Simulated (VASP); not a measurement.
Output of a VASP run:

OSZICAR:
```
       N       E                     dE             d eps       ncg     rms          rms(c)
DAV:   1     0.862564175213E+02    0.86256E+02   -0.76221E+03   544   0.997E+02
DAV:   2    -0.195532744635E+01   -0.88212E+02   -0.82784E+02   610   0.223E+02
DAV:   3    -0.555926099985E+01   -0.36039E+01   -0.35910E+01   600   0.480E+01
DAV:   4    -0.558910352454E+01   -0.29843E-01   -0.29839E-01   610   0.502E+00
DAV:   5    -0.558952213552E+01   -0.41861E-03   -0.41861E-03   580   0.582E-01    0.592E+00
DAV:   6    -0.540479136053E+01    0.18473E+00   -0.33541E-01   558   0.787E+00    0.389E+00
DAV:   7    -0.540114161058E+01    0.36497E-02   -0.10593E-01   535   0.259E+00    0.194E+00
DAV:   8    -0.540047885893E+01    0.66275E-03   -0.57318E-03   540   0.931E-01    0.306E-01
DAV:   9    -0.540053941490E+01   -0.60556E-04   -0.71671E-04   600   0.397E-01    0.486E-02
DAV:  10    -0.540061185513E+01   -0.72440E-04   -0.12245E-04   525   0.109E-01    0.290E-02
DAV:  11    -0.540061762890E+01   -0.57738E-05   -0.55262E-06   555   0.210E-02    0.472E-03
DAV:  12    -0.540061766629E+01   -0.37390E-07   -0.23923E-07   335   0.627E-03
   1 F= -.54006177E+01 E0= -.54006177E+01  d E =-.540062E+01
```

### OUTCAR
```
------------------------ aborting loop because EDIFF is reached ----------------------------------------
  FORCE on cell =-STRESS in cart. coord.  units (eV):
  Direction    XX          YY          ZZ          XY          YZ          ZX
  --------------------------------------------------------------------------------------
  Total        0.0088028      0.0088028      0.0088028      0.0000000      0.0000000      0.0000000
  in kB        0.3217447      0.3217447      0.3217447      0.0000000      0.0000000      0.0000000
  external PRESSURE =       0.3217447 kB  Pullay stress =       0.0000000 kB
  volume of cell :       43.83
      direct lattice vectors                 reciprocal lattice vectors
     0.000000000  2.798529671  2.798529671    -0.178665249  0.178665249  0.178665249
     2.798529671  0.000000000  2.798529671     0.178665249 -0.178665249  0.178665249
     2.798529671  2.798529671  0.000000000     0.178665249  0.178665249 -0.178665249
  FREE ENERGIE OF THE ION-ELECTRON SYSTEM (eV)
  ---------------------------------------------------
  free  energy   TOTEN  =        -5.4006176663 eV

  energy  without entropy=       -5.4006176663  energy(sigma->0) =       -5.40061767

 reached required accuracy - stopping structural energy minimisation
```
(Selected blocks of OUTCAR.)

### POSCAR
```
AgCl
1
    0.0000000000     2.7985296712     2.7985296712
    2.7985296712     0.0000000000     2.7985296712
    2.7985296712     2.7985296712     0.0000000000
Ag Cl
1 1
Direct
  0.0000000000   0.0000000000   0.0000000000
  0.5000000000   0.5000000000   0.5000000000
```

Task: Write an INCAR and KPOINTS that could have produced this output.

Result: One answer among several that fit: the input of the run itself, PBE GGA, plane waves, VASP's PBE PAW potentials (set 64).

**KPOINTS**
```
Automatic mesh
0
Gamma
7 7 7
0 0 0
```

### INCAR
```
# general
SYSTEM =AgCl
PREC   =Accurate
ENCUT  =400
LREAL  =.FALSE.
LASPH  =.TRUE.

# electronic loop
EDIFF  =1E-6
NELM   =100
ALGO   =Normal
LMAXMIX=4

# smearing
ISMEAR =0
SIGMA  =0.05

# functional
GGA    =PE

# ions
IBRION =2
NSW    =60
ISIF   =3
EDIFFG =-0.01

# output
LWAVE  =.FALSE.
LCHARG =.FALSE.
```

POTCAR, in this order: Ag Cl (PBE.64 set). Program: vasp_std.

The compound is AgCl in the rock salt structure. It was relaxed first. The start is the result of an earlier pass.
